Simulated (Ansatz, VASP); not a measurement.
**Ti2W (Ti2W in the C11b ordering): VASP beside Ansatz**

Aim: how closely do two programs agree when they are given the same cell, functional and k mesh? The cell is generated by rule, not measured, and may not be a known phase. The cell is taken from a series of runs on this material, whose earlier steps may have relaxed, scaled, displaced or heated it; both programs get it as it stands.

Program: Ansatz 0.2.0. Level of theory: plane waves, with VASP 6.6.1 beside it; relaxation of cell and atoms at PBE and zone-centre phonons at PBE. Results are calculated unless marked as measured.

The structure was built from a prototype and need not be the compound's stable phase.

## (1) The starting structure

It takes space group I4/mmm (No. 139, tetragonal). Conventional cell: a = 3.227 Å, b = 3.227 Å, c = 9.619 Å, α = 90.00°, β = 90.00°, γ = 90.00°. Nearest to W lie 8 Ti at 2.72 Å. Nearest to Ti lie 4 W at 2.72 Å and 5 Ti at 2.94 to 2.95 Å. Farther neighbours are not listed.

Structure file:

```
W Ti
1.0
     3.22699    0.00000    0.00000
     0.00000    3.22699    0.00000
     1.61350    1.61350    4.80957
W Ti
1 2
Direct
  0.00000 0.00000 0.00000
  0.65339 0.65339 0.69322
  0.34661 0.34661 0.30678
```

## (2) VASP: relaxation of cell and atoms, PBE, pair 1

The relaxed volume is the usual yardstick between codes: in a stiff, nearly cubic crystal its relative difference is about their pressure difference at one cell divided by the bulk modulus.

Lines of VASP's logs that name or quote its potential files are left out, and so is its time.

INCAR

```
SYSTEM = Ti2W
PREC = Accurate
ENCUT = 600
EDIFF = 1E-07
NELM = 120
ISMEAR = 0
SIGMA = 0.1
LREAL = .FALSE.
ALGO = Normal
GGA = PE
NBANDS = 21
LASPH = .TRUE.
LORBIT = 11
LWAVE = .FALSE.
LCHARG = .FALSE.
ISIF = 3
IBRION = 2
NSW = 80
EDIFFG = -0.005
GGA_COMPAT = .FALSE.
NELMIN = 4
KPAR = 2
```

POSCAR

```
Ti2W
1.0
    3.2269890000      0.0000000000     -0.0000020000
    0.0000000000      3.2269890000     -0.0000020000
    1.6134970000      1.6134970000      4.8095700000
W Ti
1 2
Direct
    0.0000000000      0.0000000000      0.0000000000
    0.6533913824      0.6533913824      0.6932174006
    0.3466085136      0.3466085136      0.3067828073
```

KPOINTS

```
Automatic mesh
0
Gamma
10 10 10
0 0 0
```

The projector-augmented-wave data sets are W and Ti_sv (PBE family, release 64).

Command:

```
mpirun -np 2 vasp_std
```

Numbers of over 12 decimals in the logs are rounded to 6 here.

Output:

```text
[banner, memory and clock lines left out]
running    2 mpi-ranks, on    1 nodes
 distrk:  each k-point on    1 cores,    2 groups
 distr:  one band on    1 cores,    1 groups

 POSCAR found type information on POSCAR W Ti
 POSCAR found :  2 types and       3 ions
 LDA part: xc-table for (Slater+PW92), standard interpolation
 POSCAR, INCAR and KPOINTS ok, starting setup
 FFT: planning ... GRIDC
 FFT: planning ... GRID_SOFT
 FFT: planning ... GRID
 WAVECAR not read
 entering main loop
       N       E                     dE             d eps       ncg     rms          rms(c)
DAV:   1     0.341796313057E+03    0.34180E+03   -0.16622E+04  4308   0.182E+03
DAV:   2     0.109102359257E+02   -0.33089E+03   -0.32238E+03  4344   0.504E+02
DAV:   3    -0.293396164051E+02   -0.40250E+02   -0.38698E+02  7986   0.143E+02
DAV:   4    -0.317380491453E+02   -0.23984E+01   -0.23859E+01  5761   0.352E+01
DAV:   5    -0.318790077450E+02   -0.14096E+00   -0.14086E+00  6478   0.635E+00    0.211E+01
DAV:   6    -0.310998464272E+02    0.77916E+00   -0.44015E+01  6002   0.465E+01    0.135E+01
DAV:   7    -0.287604822754E+02    0.23394E+01   -0.14829E+01  5932   0.238E+01    0.649E+00
DAV:   8    -0.285570889500E+02    0.20339E+00   -0.18052E+00  5474   0.106E+01    0.178E+00
DAV:   9    -0.285629629506E+02   -0.58740E-02   -0.14296E-01  6541   0.367E+00    0.565E-01
DAV:  10    -0.285651567591E+02   -0.21938E-02   -0.73961E-03  5619   0.735E-01    0.302E-01
DAV:  11    -0.285659402623E+02   -0.78350E-03   -0.23302E-03  5202   0.424E-01    0.105E-01
DAV:  12    -0.285659107768E+02    0.29485E-04   -0.35618E-04  6739   0.128E-01    0.414E-02
DAV:  13    -0.285659224743E+02   -0.11697E-04   -0.60441E-05  5179   0.795E-02    0.108E-02
DAV:  14    -0.285659216427E+02    0.83155E-06   -0.83851E-06  5242   0.276E-02    0.100E-02
DAV:  15    -0.285659212017E+02    0.44106E-06   -0.20383E-06  5653   0.131E-02    0.114E-03
DAV:  16    -0.285659211773E+02    0.24415E-07   -0.10940E-07  3601   0.359E-03
   1 F= -.28565921E+02 E0= -.28552814E+02  d E =-.285659E+02
[...]
2 F= -.28565474E+02 E0= -.28552544E+02  d E =0.447051E-03
[...]
3 F= -.28566325E+02 E0= -.28553290E+02  d E =-.403424E-03
 curvature:  -0.20 expect dE=-0.495E-05 dE for cont linesearch -0.652E-10
 trial: gam= 0.01212 g(F)=  0.779E-05 g(S)=  0.167E-04 ort = 0.793E-06 (trialstep = 0.882E+00)
 search vector abs. value=  0.248E-04
 bond charge predicted
       N       E                     dE             d eps       ncg     rms          rms(c)
DAV:   1    -0.285663300660E+02   -0.53679E-05   -0.28986E-03  5088   0.908E-01    0.397E-02
DAV:   2    -0.285663514199E+02   -0.21354E-04   -0.47190E-04  4454   0.197E-01    0.243E-02
DAV:   3    -0.285663453491E+02    0.60709E-05   -0.55290E-05  6219   0.575E-02    0.180E-02
DAV:   4    -0.285663402588E+02    0.50903E-05   -0.25468E-05  6191   0.441E-02    0.496E-03
DAV:   5    -0.285663401037E+02    0.15507E-06   -0.27713E-06  5476   0.176E-02    0.287E-03
DAV:   6    -0.285663402098E+02   -0.10609E-06   -0.29990E-07  4645   0.543E-03    0.111E-03
DAV:   7    -0.285663402090E+02    0.85493E-09   -0.64191E-08  2922   0.306E-03
   4 F= -.28566340E+02 E0= -.28553338E+02  d E =-.156076E-04
 trial-energy change:   -0.000016  1 .order   -0.000016   -0.000022   -0.000010
 step:   1.6303(harm=  1.6303)  dis= 0.00069  next Energy=   -28.566345 (dE=-0.200E-04)
 reached required accuracy - stopping structural energy minimisation
```

From OUTCAR (step 2):

```text
ion  position               nearest neighbor table
   1  0.000  0.000  0.000-   2 2.72   2 2.72   2 2.72   3 2.72   2 2.72   3 2.72   3 2.72   3 2.72

  LATTYP: Found a body centered tetragonal cell.
 ALAT       =     3.2269890000
 C/A-ratio  =     2.9808418932

 Subroutine GETGRP returns: Found 16 space group operations
 (whereof 16 operations were pure point group operations)

The static configuration has the point symmetry D_4h.

 Found    102 irreducible k-points:

   k-points           NKPTS =    102   k-points in BZ     NKDIM =    102   number of bands    NBANDS=     21

   dimension x,y,z NGX =    28 NGY =   28 NGZ =   48
   dimension x,y,z NGXF=    56 NGYF=   56 NGZF=   96

   ENCUT  =  600.0 eV  44.10 Ry    6.64 a.u.   6.45  6.45 10.63*2*pi/ulx,y,z

   NELECT =      30.0000    total number of electrons

 k-points in reciprocal lattice and weights: Automatic mesh
   0.00000000  0.00000000  0.00000000       0.001
   0.10000000 -0.00000000 -0.00000000       0.008
   0.20000000 -0.00000000 -0.00000000       0.008
   0.30000000 -0.00000000 -0.00000000       0.008
   0.40000000 -0.00000000 -0.00000000       0.008
   0.50000000 -0.00000000  0.00000000       0.004
   0.10000000  0.10000000 -0.00000000       0.008
   0.20000000  0.10000000 -0.00000000       0.016
   0.30000000  0.10000000  0.00000000       0.016
[...]
-0.10000000 -0.10000000  0.40000000       0.004
   0.00000000  0.00000000  0.50000000       0.001

 average (electrostatic) potential at core
       1 -36.9155       2 -72.5798       3 -72.5798

 E-fermi :   7.8260

 k-point     1 :       0.0000    0.0000    0.0000
  band No.  band energies     occupation
    ...
      9       0.8893      2.00000
     10       4.8369      2.00000
     11       4.9325      2.00000
     12       6.1437      2.00000
     13       6.9757      2.00000
     14       8.1696      0.00000
     15       8.3887      0.00000
     16       8.3887      0.00000
     17       9.7362      0.00000
     18       9.7362      0.00000
    ...

 k-point     2 :       0.1000   -0.0000   -0.0000
  band No.  band energies     occupation
    ...
      9       1.1041      2.00000
     10       4.8530      2.00000
     11       5.0830      2.00000
     12       6.1045      2.00000
     13       6.9580      2.00000
     14       8.0509      0.00147
     15       8.3403      0.00000
     16       8.4652      0.00000
     17       9.3050      0.00000
     18       9.3808      0.00000
    ...

 k-point     3 :       0.2000   -0.0000   -0.0000
  band No.  band energies     occupation
    ...
     10       4.7936      2.00000
     11       5.5278      2.00000
     12       5.8950      2.00000
     13       7.1527      2.00000
     14       7.6522      1.98605
     15       7.9701      0.04166
     16       8.5016      0.00000
     17       9.1874      0.00000
     18       9.2045      0.00000
     19       9.3455      0.00000
    ...

  Total       -0.0054962     -0.0054962      0.0142003      0.0000000      0.0000000      0.0000000
  in kB       -0.1765194     -0.1765194      0.4560637      0.0000000      0.0000003      0.0000003
  external PRESSURE =       0.0343417 kB  Pullay stress =       0.0000000 kB

  energy-cutoff  :      600.00
  volume of cell :       49.89
      direct lattice vectors                 reciprocal lattice vectors
     3.221703635 -0.000000000 -0.000001997     0.310394718 -0.000000064 -0.104030453
    -0.000000000  3.221703635 -0.000001997    -0.000000064  0.310394718 -0.104030453
     1.610854317  1.610854317  4.806290390     0.000000129  0.000000129  0.208060584

 POSITION                                       TOTAL-FORCE (eV/Angst)
 -----------------------------------------------------------------------------------
      4.83256      4.83256      4.80629         0.000000      0.000000     -0.000000
      3.22171      3.22171      3.33178        -0.000000     -0.000000     -0.003367
      1.61085      1.61085      1.47450         0.000000      0.000000      0.003367
 -----------------------------------------------------------------------------------
    total drift:                                0.000000      0.000000     -0.001945

  FREE ENERGIE OF THE ION-ELECTRON SYSTEM (eV)
  ---------------------------------------------------
  free  energy   TOTEN  =       -28.5663402090 eV

  energy  without entropy=      -28.5403367395  energy(sigma->0) =      -28.55333847

 reached required accuracy - stopping structural energy minimisation

 total charge
# of ion       s       p       d       tot
------------------------------------------
    1        0.698   0.505   4.198   5.401
    2        2.243   6.152   1.922  10.316
    3        2.243   6.152   1.922  10.316
--------------------------------------------------
tot          5.183  12.808   8.042  26.033

[... 3 further parts left out ...]
```

The run keeps the 16 symmetry operations of its start, so it cannot find a distortion of lower symmetry.

## (3) Ansatz: relaxation of cell and atoms, PBE, pair 1

Ansatz runs on its default PAW (the set named soft_2) files.

The same cell, functional, mesh and smearing now go to Ansatz, which takes its cutoff from its data sets.

input.yaml

```yaml
crystal:
  lattice:
    - [3.2269891219, 0.0, -1.6593e-06]
    - [0.0, 3.2269891219, -1.6593e-06]
    - [1.613497034, 1.613497034, 4.8095704106]
  atoms:
    - { symbol: W, position: [0.0, 0.0, 0.0] }
    - { symbol: Ti, position: [0.6533914082, 0.6533914082, 0.6932171836] }
    - { symbol: Ti, position: [0.3466085918, 0.3466085918, 0.3067828164] }
kpoints:
  mp_grid: { grid: [10, 10, 10] }
hamiltonian:
  xc: pbe
scf:
  occupations: { method: gaussian, width: 0.1 }
output:
  forces: true
  stress: true
  eigenvalues: true
  write_density: true
  write_potential: true
  elf: true
  volumetric_format: npy
relax:
  adjacent_minimum: "off"
  f_tol: 0.005
  max_steps: 80
  cell: { stress_tol: 0.05 }
```

Command:

```
ansatz run input.yaml --threads 4 --pin off --max-ram 8192MiB --backend cpu --events-out ev --progress --plain --runs-dir out
```

Output:

```text
Engine: ansatz 0.2.0, x86_64-unknown-linux-gnu
Pseudopotentials: kind: paw
Pseudopotential: W, paw, valence charge 14, recommended cutoff 420 eV (normal), W.paw.azcp
Pseudopotential: Ti, paw, valence charge 12, recommended cutoff 420 eV (normal), Ti.paw.azcp
Functional definition: PBE
  parameter kappa = 0.804
  parameter beta = 0.066725
  exchange = pbe_x(kappa = kappa, mu = beta*pi^2/3)
  correlation = pbe_c(beta = beta)
Crystal: 3 atoms, lattice volume = 50.084 Å³
Basis set: ecut = 420 eV, 965 PW (Γ), exchange–correlation on 48×48×72 points (8 copies of the dense FFT grid, shifted against one another)
Bands: 23, of which v1, the nominal top of the filled ones, is band 19 counted from 1 (18 counted from 0)
Symmetry: 16 space group operations
Space group: I4/mmm (ITA 139), of the structure as read, at distance tolerance 3.7e-5 Å
k-points: 102 of 1000
Non-local potential: W, projectors of the file, l = 0: 3, l = 1: 2, l = 2: 2, l = 3: 1
Non-local potential: Ti, projectors of the file, l = 0: 3, l = 1: 2, l = 2: 3, l = 3: 1
PAW form: soft (Blöchl's): semilocal exchange-correlation on the pseudo side does not see the compensation charge
PAW one-centre angular grid: W, 590 points (default); XC on 64 Gauss nodes
PAW one-centre angular grid: Ti, 590 points (default); XC on 64 Gauss nodes
Initial density: superposition of atomic densities (neutral atoms: chi_scale 0, normalization atom), corrected by the library's trained network
Initial wavefunctions: pseudopotential atomic-orbital guess
Functional: x = pbe(κ = 0.804, μ = 0.219515), c = pbe(β = 0.066725)
SCF iter   1: F=—  HF=-15384.054787 eV  |F-HF|=—  |Δ(HF+E_count)|=         —  Δρ=7.51e-3  dr2=8.31e-2  ethr=1.77e-3  ⟨swp⟩=4.1  Hψ=8412  notcnv=0
preconditioner: auto → Kerker (q_TF=auto, 2.606 Å⁻¹)  [metal: Δε(μ)=0.004 eV  Ē_g=3.290 eV  σ=0.100 eV  W_gap=0.02  n_scr=10 (ndim 8)  ℏωp=19.6 eV  f_vac=0.000  D(μ)=5.38/eV (n_scr^D=78)]
SCF iter   2: F=—  HF=-15384.046805 eV  |F-HF|=—  |Δ(HF+E_count)|=   7.98e-3  Δρ=3.65e-3  dr2=1.89e-2  ethr=2.19e-4  ⟨swp⟩=1.0  Hψ=3162  notcnv=0
SCF iter   3: F=—  HF=-15384.043727 eV  |F-HF|=—  |Δ(HF+E_count)|=   3.08e-3  Δρ=6.68e-4  dr2=4.71e-4  ethr=4.97e-5  ⟨swp⟩=2.0  Hψ=2947  notcnv=0
SCF iter   4: F=—  HF=-15384.043659 eV  |F-HF|=—  |Δ(HF+E_count)|=   6.80e-5  Δρ=1.24e-4  dr2=5.93e-6  ethr=1.24e-6  ⟨swp⟩=2.0  Hψ=3025  notcnv=0
SCF iter   5: F=—  HF=-15384.043641 eV  |F-HF|=—  |Δ(HF+E_count)|=   1.81e-5  Δρ=3.57e-5  dr2=4.61e-7  ethr=1.56e-8  ⟨swp⟩=2.3  Hψ=3291  notcnv=0
SCF iter   6: F=-15384.043641 eV  HF=-15384.043641 eV  |F-HF|=1.38e-8  |Δ(HF+E_count)|=   1.76e-8  Δρ=6.92e-6  dr2=2.71e-8  ethr=2.63e-10  ⟨swp⟩=9.4  Hψ=15023  notcnv=0
SCF 1 converged in 6 iterations: F = -15384.043641 eV  dr2 = 2.71e-8
  greatest PAW one-centre occupation: 1.000 electrons in one spin orbital (limit 2), on the W atom at site 0 (counted from 0), in its partial waves of l = 0
relax step   1: F+E_penalty+E_count = -15384.04364112 eV  Δ(F+E_penalty+E_count) = +0.000e0 eV  max|allowed force component| = 1.927e-2 eV/Å  Δτ_max = 0.0000 Å  P = +0.056 GPa  Ω = 50.084 Å³  (6 SCF iters, dr2 threshold 1.00e-7 eV, accepted)
[...]
relax step   2: F+E_penalty+E_count = -15384.04363675 eV  Δ(F+E_penalty+E_count) = +4.364e-6 eV  max|allowed force component| = 2.135e-2 eV/Å  Δτ_max = 0.0031 Å  P = -0.047 GPa  Ω = 50.082 Å³  energy of the carried Pulay correction = +4.719e-7 eV  (6 SCF iters, dr2 threshold 3.22e-8 eV, rejected (line search))
[...]
relax step   3: F+E_penalty+E_count = -15384.04367281 eV  Δ(F+E_penalty+E_count) = -3.170e-5 eV  max|allowed force component| = 1.231e-4 eV/Å  Δτ_max = 0.0014 Å  P = -0.002 GPa  Ω = 50.087 Å³  energy of the carried Pulay correction = -5.675e-7 eV  (7 SCF iters, accepted)
[...]
relax step   4: F+E_penalty+E_count = -15384.04367196 eV  Δ(F+E_penalty+E_count) = +8.507e-7 eV  max|allowed force component| = 1.219e-4 eV/Å  Δτ_max = 0.0000 Å  P = -0.002 GPa  Ω = 50.087 Å³  stress off target by 4.15e-3 GPa  SCF on the basis re-selected at this cell (its energy is not comparable with the rows above)  (7 SCF iters)
basis re-selected at this cell: Δ(F+E_penalty+E_count) = +8.507e-7 eV, ΔP = +0.000 GPa vs the last step (what re-selecting the basis moved, of the pressure what is left beyond the Pulay correction that the steps carried, after the strain that the cell walked since its last selection, with what the two solves' SCF thresholds leave and, on support functions, any second-order correction that the steps lacked; it is no m [...]
SCF converged after 7 iterations
Free energy (F): -15384.043672 eV
Harris-Foulkes:  -15384.043672 eV  (|F-HF|=1.82e-12)
Internal energy: -15384.017522 eV  (E = F + TS)
E sigma→0 (E₀):  -15384.030597 eV
Entropy (-TS):   -0.026150 eV (-8.717 meV/atom)
Fermi energy:    15.973280 eV
--- Per-component energies (eV) ---
  E_band       = -406.026178
  E_kinetic    = 995.661011
  E_local      = -2283.177230  (includes V_loc(G=0)·N_el)
  E_nonlocal   = 17.716366
  E_hartree    = 906.713595
  E_xc         = -461.830657
  E_vxc        = -482.726823  (∫ρ·V_xc dr)
  E_paw        = -10657.900733  (= ΣΔE_a)
  E_vpaw       = -466.926867  (= ΣTr[D̂ρ^β])
  E_aug_tail   = 0.000175  (compensation charges beyond the density's cutoff)
  E_ewald      = -3901.200049
  E_smearing   = -0.026150  (= −TS)
  E_closure    = 0.000000  (closes the sum)
  Σ components = -15384.043672   (vs F -15384.043672, Δ=0.00e0)
--- Forces (eV/Å), atoms counted from 1 ---
  atom   1  W     -0.00000000     0.00000000     0.00000000
  atom   2  Ti    -0.00000000    -0.00000000    -0.00012194
  atom   3  Ti     0.00000000     0.00000000     0.00012194
  max |Σ_I F_I| component: 0.00e0 eV/Å
--- Stress (GPa, compression-positive) ---
       -0.004147       0.000000       0.000000
        0.000000      -0.004147       0.000000
        0.000000       0.000000       0.001856
  P = ⅓ Tr σ = -0.0021 GPa (-0.021 kbar)
--- Band table (eV; the first three rows and the last of 102) ---
  k-point 0: bands = [... 15 lower, 14.3088, 15.1177, 16.3219, 16.5405, 16.5405, 17.8762, 17.8762, 18.0443]
  k-point 1: bands = [... 15 lower, 14.1548, 15.2440, 16.3479, 16.5242, 16.5242, 17.5299, 17.5299, 18.3858]
  k-point 2: bands = [... 15 lower, 13.7652, 15.5784, 16.4217, 16.4809, 16.4809, 17.2079, 17.2079, 18.4942]
  k-point 101: bands = [... 15 lower, 14.4527, 15.1623, 15.2110, 15.3454, 16.4508, 16.8315, 18.6771, 18.9449]
--- Relaxed structure (3 steps of the walk, 2 accepted, 1 SCFs on fresh bases) ---
  F+E_penalty+E_count = -15384.04367196 eV   max|allowed force component| = 1.219e-4 eV/Å   (the final SCF, on the basis selected at the relaxed cell)
  cell:  # Å, volume = 50.0871 Å³
    - [3.226479, -4.265331520730946e-13, -1.6590359364329402e-6]
    - [-4.265331520730798e-13, 3.226479, -1.659035936432911e-6]
    - [1.613242, 1.613242, 4.811361]
  atoms:
    - { symbol: W, position: [0, 0, 0] }
    - { symbol: Ti, position: [0.653535, 0.653535, 0.692930] }
    - { symbol: Ti, position: [0.346465, 0.346465, 0.307070] }
```

## (4) Differences

Known differences besides the potentials themselves: the data sets hold 38 valence electrons in Ansatz (on its default PAW (the set named soft_2) files) and 30 in VASP; the cutoff is 420 eV in Ansatz and 600 eV in VASP; Ansatz adds a Pulay correction to the stress that steers its cell, VASP none. Total energies have different zeros and are not compared.

The two programs side by side:

```csv
quantity,Ansatz,VASP,difference
volume (Å³),50.09,49.89,+0.40 %
"edge a after relaxation, in the typed setting (Å)",3.227,3.222,+0.15 %
"edge c after relaxation, in the typed setting (Å)",5.325,5.319,+0.11 %
```

## (5) Ansatz: relaxation of cell and atoms, PBE, pair 2

The relaxed volume is the usual yardstick between codes: in a stiff, nearly cubic crystal its relative difference is about their pressure difference at one cell divided by the bulk modulus.

The cell is taken from a series of runs on this material, whose earlier steps may have relaxed, scaled, displaced or heated it; both programs get it as it stands.

input.yaml

```yaml
crystal:
  lattice:
    - [3.2264791089, 0.0, -1.659e-06]
    - [0.0, 3.2264791089, -1.659e-06]
    - [1.6132420284, 1.6132420284, 4.8113614333]
  atoms:
    - { symbol: W, position: [0.0, 0.0, 0.0] }
    - { symbol: Ti, position: [0.653535243, 0.653535243, 0.692929514] }
    - { symbol: Ti, position: [0.346464757, 0.346464757, 0.307070486] }
kpoints:
  mp_grid: { grid: [10, 10, 10] }
hamiltonian:
  xc: pbe
scf:
  occupations: { method: methfessel_paxton, width: 0.2 }
output:
  forces: true
  stress: true
  eigenvalues: true
relax:
  adjacent_minimum: "off"
  f_tol: 0.001
  max_steps: 60
  cell: { stress_tol: 0.01 }
```

Output:

```text
[...]
Crystal: 3 atoms, lattice volume = 50.087 Å³
Basis set: ecut = 420 eV, 965 PW (Γ), exchange–correlation on 48×48×72 points (8 copies of the dense FFT grid, shifted against one another)
Bands: 23, of which v1, the nominal top of the filled ones, is band 19 counted from 1 (18 counted from 0)
Symmetry: 16 space group operations
[...]
k-points: 102 of 1000
[...]
--- Relaxed structure (3 steps of the walk, 3 accepted, 1 SCFs on fresh bases) ---
[...]
cell:  # Å, volume = 50.0800 Å³
    - [3.227888, -4.267060192508941e-13, -1.6597342715833851e-6]
    - [-4.267060192509397e-13, 3.227888, -1.6597342715834726e-6]
    - [1.613946, 1.613946, 4.806478]
  atoms:
    - { symbol: W, position: [0, 0, 0] }
    - { symbol: Ti, position: [0.653470, 0.653470, 0.693060] }
    - { symbol: Ti, position: [0.346530, 0.346530, 0.306940] }
[key lines of the parts left out:]
SCF converged after 5 iterations
Free energy (F): -15384.031014 eV
Fermi energy:    15.974201 eV
P = ⅓ Tr σ = -0.0003 GPa (-0.003 kbar)
```

(Continued in part 2 of 2.)

[Lines on the potential files, build, host, timing and source positions are cut from VASP's logs without a mark.]

[Logs are printed without paths, hosts, clocks, repeated set-up lines and the standing remarks that a program may print on its own settings, such as how far it seeks lower states.]

[Hosts, paths, dates, database ids (printed as entryN), source tags and the programs' standing remarks are cut or masked in the printed files.]
